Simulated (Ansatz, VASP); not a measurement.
One calculation of ZnCdH4, two programs

Contents of INCAR:

```
PREC = Accurate
ENCUT = 520
EDIFF = 1E-6
ISMEAR = 0
SIGMA = 0.1
LREAL = F
LASPH = T
NELM = 80
ALGO = Normal
ISIF = 2
LWAVE = F
LCHARG = F
GGA = PE
NBANDS = 23
```

KPOINTS

```
Automatic mesh
0
Gamma
  6 6 4
```

The input POSCAR:

```
ZnCdH4
1.0
    3.1245048200      0.0000000000      0.0000000000
   -1.5622524100      2.7059005500      0.0000000000
    0.0000000000      0.0000000000      6.7489304000
Zn Cd H
1 1 4
Direct
    0.0000000000      0.0000000000      0.0000000000
    0.0000000000      0.0000000000      0.5000000000
    0.3333333300      0.6666666700      0.2500000000
    0.3333333300      0.6666666700      0.7500000000
    0.6666666700      0.3333333300      0.2500000000
    0.6666666700      0.3333333300      0.7500000000
```

Input for Ansatz:

```yaml
crystal:
  lattice:
    - [3.12450482, 0.0, 0.0]
    - [-1.56225241, 2.70590055, 0.0]
    - [0.0, 0.0, 6.7489304]
  atoms:
    - { symbol: Zn, position: [0.0, 0.0, 0.0] }
    - { symbol: Cd, position: [0.0, 0.0, 0.5] }
    - { symbol: H, position: [0.33333333, 0.66666667, 0.25] }
    - { symbol: H, position: [0.33333333, 0.66666667, 0.75] }
    - { symbol: H, position: [0.66666667, 0.33333333, 0.25] }
    - { symbol: H, position: [0.66666667, 0.33333333, 0.75] }
basis:
  ecutwfc: 420
kpoints:
  mp_grid: { grid: [6, 6, 4] }
hamiltonian:
  xc: pbe
scf:
  occupations: { method: gaussian, width: 0.1 }
  lower_state_search: "off"
output:
  forces: true
  stress: true
  eigenvalues: true
```

Alike in both runs: task single point; functional PBE; k mesh 6 × 6 × 4; occupations gaussian, width 0.1 eV; no spin polarisation.

|  | VASP | Ansatz |
| --- | --- | --- |
| version | VASP 6.6.1 | Ansatz 0.2.0 |
| potentials or method | VASP PAW PBE potentials, release 64 (Zn, Cd, H) | scalar-relativistic, plane waves, PAW |
| plane-wave cutoff (eV) | 520 | 420 |
| valence electrons in the cell | 28 | 36 |

|  | VASP | Ansatz | Ansatz less VASP |
| --- | --- | --- | --- |
| gap on the k mesh at the Fermi level (eV) | none | none | - |
| pressure (GPa) | -4.7 | -4.9 | -0.14 |
| largest component of the traceless stress (GPa) | 1.89 | 1.89 | +0.005 |
| rms of the force components (eV/Å) | 0.106 | 0.103 | -0.0031 |

Atom by atom the forces differ by 0.003 eV/Å (rms over components). A gap of «none» marks a metal or a gap that the smearing closes. The two sets of potentials don't hold the same shells in valence.

Caveats: the k mesh is coarse (spacing up to 0.39 Å⁻¹), so the values aren't converged.
